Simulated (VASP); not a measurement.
Crystal: AlN.

```
CELL_PARAMETERS angstrom
3.11300 0.00000 0.00000
-1.55650 2.69594 0.00000
0.00000 0.00000 4.98100
ATOMIC_POSITIONS crystal
Al 0.33333 0.66667 0.00000
Al 0.66667 0.33333 0.50000
N 0.33333 0.66667 0.38000
N 0.66667 0.33333 0.88000
```

```yaml
Program: VASP 6.6.1
Task: relaxation of cell and atoms
Functional: LDA
Potentials_or_basis: VASP PAW LDA potentials, release 64 (Al, N)
Cutoff: 520 eV
k_mesh: 12 × 12 × 6
Occupations: gaussian, width 0.02 eV
Spin: no spin polarisation
```

At the start: pressure -4.1 GPa; volume 10.45 Å³/atom.

Where does the relaxation end?

Over 8 steps the energy falls by 3.0 meV/atom and the volume is 10.24 Å³/atom (-2.0 %); space group P6_3mc (No. 186, to 0.05 Å).

The path:
| step | energy change (eV) | largest force (eV/Å) | pressure (GPa) | volume (Å³) |
| --- | --- | --- | --- | --- |
| 1 | 0.0000 | 0.1193 | -4.09 | 41.80 |
| 2 | -0.0010 | 0.0856 | 4.16 | 40.21 |
| 3 | -0.0119 | 0.0192 | -0.02 | 40.98 |
| 4 | -0.0119 | 0.0172 | 0.07 | 40.96 |
| 5 | -0.0120 | 0.0113 | 0.09 | 40.95 |
| 6 | -0.0121 | 0.0057 | 0.10 | 40.95 |
| 7 | -0.0121 | 0.0071 | -0.11 | 40.99 |
| 8 | -0.0121 | 0.0003 | 0.00 | 40.97 |

Final structure:
```cif
data_structure
_symmetry_space_group_name_H-M 'P 1'
_symmetry_Int_Tables_number 1
_cell_length_a 3.0918
_cell_length_b 3.0918
_cell_length_c 4.9484
_cell_angle_alpha 90.000
_cell_angle_beta 90.000
_cell_angle_gamma 120.000
_cell_volume 40.97
loop_
_atom_site_label
_atom_site_type_symbol
_atom_site_fract_x
_atom_site_fract_y
_atom_site_fract_z
_atom_site_occupancy
Al1 Al 0.33333 0.66667 0.99902 1
Al2 Al 0.66667 0.33333 0.49902 1
N1 N 0.33333 0.66667 0.38098 1
N2 N 0.66667 0.33333 0.88098 1
```
